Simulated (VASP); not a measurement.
OSZICAR of a VASP run on GaAs (zinc blende):

**OSZICAR**
```
       N       E                     dE             d eps       ncg     rms          rms(c)
DAV:   1     0.835044568914E+02    0.83504E+02   -0.91940E+03   528   0.192E+03
DAV:   2    -0.145170787862E+01   -0.84956E+02   -0.82211E+02   560   0.330E+02
DAV:   3    -0.829406848909E+01   -0.68424E+01   -0.68045E+01   655   0.782E+01
DAV:   4    -0.841461889856E+01   -0.12055E+00   -0.12049E+00   593   0.116E+01
DAV:   5    -0.841724336248E+01   -0.26245E-02   -0.26244E-02   638   0.147E+00    0.277E+00
DAV:   6    -0.828049886875E+01    0.13674E+00   -0.25791E-01   801   0.926E+00    0.166E+00
DAV:   7    -0.826388141340E+01    0.16617E-01   -0.67793E-02   631   0.204E+00    0.556E-01
DAV:   8    -0.826474757553E+01   -0.86616E-03   -0.10350E-02   605   0.141E+00    0.922E-02
DAV:   9    -0.826515878538E+01   -0.41121E-03   -0.10758E-03   634   0.470E-01    0.558E-02
DAV:  10    -0.826522597147E+01   -0.67186E-04   -0.79380E-05   665   0.964E-02    0.300E-02
DAV:  11    -0.826528193153E+01   -0.55960E-04   -0.88458E-05   550   0.806E-02    0.398E-03
DAV:  12    -0.826528227841E+01   -0.34688E-06   -0.14642E-06   499   0.199E-02
   1 F= -.82652823E+01 E0= -.82652684E+01  d E =-.826528E+01
```

Problem. Which electronic solver shows in the log?

Solution. It is blocked Davidson (ALGO = Normal, or the opening steps of other solvers). The INCAR had ALGO = Normal.

Problem. Can the final energy be trusted as converged?

Solution. The run converged. It stopped with EDIFF = 1E-6, NELM = 100, NSW = 60 and EDIFFG = -0.01 after 1 ionic step (PBE GGA, plane waves, VASP's PBE PAW potentials (set 64)).

The compound is GaAs in the zinc blende structure. It was relaxed first, which changed the volume by +5 %. The start is the result of an earlier pass.
